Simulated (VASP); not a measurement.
Level of theory: PBE GGA, VASP's PBE PAW potentials (set 64) (plane waves; VASP).

A VASP calculation is set up with these files.

**KPOINTS**
```
k-points along high-symmetry lines
15
Line-mode
Reciprocal
  0.000000   0.000000   0.000000 ! GAMMA
  0.500000  -0.500000   0.500000 ! H

  0.500000  -0.500000   0.500000 ! H
  0.000000  -0.000000   0.500000 ! N

  0.000000  -0.000000   0.500000 ! N
  0.000000   0.000000   0.000000 ! GAMMA

  0.000000   0.000000   0.000000 ! GAMMA
  0.250000   0.250000   0.250000 ! P

  0.250000   0.250000   0.250000 ! P
  0.500000  -0.500000   0.500000 ! H

  0.250000   0.250000   0.250000 ! P
  0.000000  -0.000000   0.500000 ! N
```

### INCAR
```
SYSTEM=Fe
PREC=Accurate; ENCUT=520; LREAL=F
LASPH=T; ICHARG=11
EDIFF=1E-7; NELM=100; ALGO=Normal
LMAXMIX=4
ISMEAR=0; SIGMA=0.05
GGA=PE
ISPIN=2; MAGMOM=2.2
LWAVE=F; LCHARG=F; LORBIT=11
```

File POSCAR:
```
Fe
2.8337930
 -0.4999999469   0.4999999469   0.4999999469
  0.4999999469  -0.4999999469   0.4999999469
  0.4999999469   0.4999999469  -0.4999999469
Fe
1
Cart
  0.0000000000   0.0000000000   0.0000000000
```

POTCAR, in this order: Fe (PBE.64 set). Program: vasp_std. Read from the step before: CHGCAR.

What VASP printed:

### OSZICAR
```
       N       E                     dE             d eps       ncg     rms          rms(c)
DAV:   1     0.179532227369E+02    0.17953E+02   -0.42352E+03  3321   0.110E+03
DAV:   2    -0.839402145113E+01   -0.26347E+02   -0.24270E+02  3340   0.134E+02
DAV:   3    -0.872850328663E+01   -0.33448E+00   -0.33311E+00  3823   0.203E+01
DAV:   4    -0.872991862039E+01   -0.14153E-02   -0.14152E-02  3558   0.117E+00
DAV:   5    -0.872993216103E+01   -0.13541E-04   -0.13541E-04  3556   0.992E-02
DAV:   6    -0.872993234462E+01   -0.18359E-06   -0.18378E-06  3541   0.111E-02
DAV:   7    -0.872993234788E+01   -0.32576E-08   -0.27298E-08  3051   0.128E-03
   1 F= -.87299323E+01 E0= -.87288566E+01  d E =-.215148E-02  mag=     2.1873
```

### OUTCAR
```



 magnetization (x)

# of ion       s       p       d       tot
------------------------------------------
    1       -0.006  -0.032   2.269   2.230
```
(Selected blocks of OUTCAR.)

### OUTCAR
```
 val. band max:        5.9464052019   @ k =   0.0000   0.0000   0.4286

 cond. band min:       5.9663857823   @ k =   0.3571  -0.3571   0.5000



 spin component 1

 k-point     1 :       0.0000    0.0000    0.0000
  band No.  band energies     occupation
      1      -2.6130      1.00000
      2       3.5043      1.00000
      3       3.5043      1.00000
      4       3.5043      1.00000
      5       4.7107      1.00000
      6       4.7107      1.00000
      7      30.8184      0.00000
      8      30.8184      0.00000
      9      30.8184      0.00000

 k-point     2 :       0.0357   -0.0357    0.0357
  band No.  band energies     occupation
      1      -2.5071      1.00000
      2       3.5035      1.00000
      3       3.5035      1.00000
      4       3.5332      1.00000
      5       4.6637      1.00000
      6       4.7294      1.00000
      7      30.1041      0.00000
      8      30.7222      0.00000
      9      30.7222      0.00000

 k-point     3 :       0.0714   -0.0714    0.0714
  band No.  band energies     occupation
      1      -2.1943      1.00000
      2       3.5044      1.00000
      3       3.5044      1.00000
      4       3.6188      1.00000
      5       4.5245      1.00000
      6       4.7838      1.00000
      7      28.7258      0.00000
      8      30.2830      0.00000
      9      30.2830      0.00000

 k-point     4 :       0.1071   -0.1071    0.1071
  band No.  band energies     occupation
      1      -1.6902      1.00000
      2       3.5166      1.00000
      3       3.5166      1.00000
      4       3.7572      1.00000
      5       4.2995      1.00000
      6       4.8713      1.00000
      7      27.3204      0.00000
      8      29.2784      0.00000
      9      29.2784      0.00000

 k-point     5 :       0.1429   -0.1429    0.1429
  band No.  band energies     occupation
      1      -1.0252      1.00000
      2       3.5535      1.00000
...
```

The density is held fixed in this step, so its total energy and stress have no physical meaning.

The compound is Fe in the bcc structure. It was relaxed first.
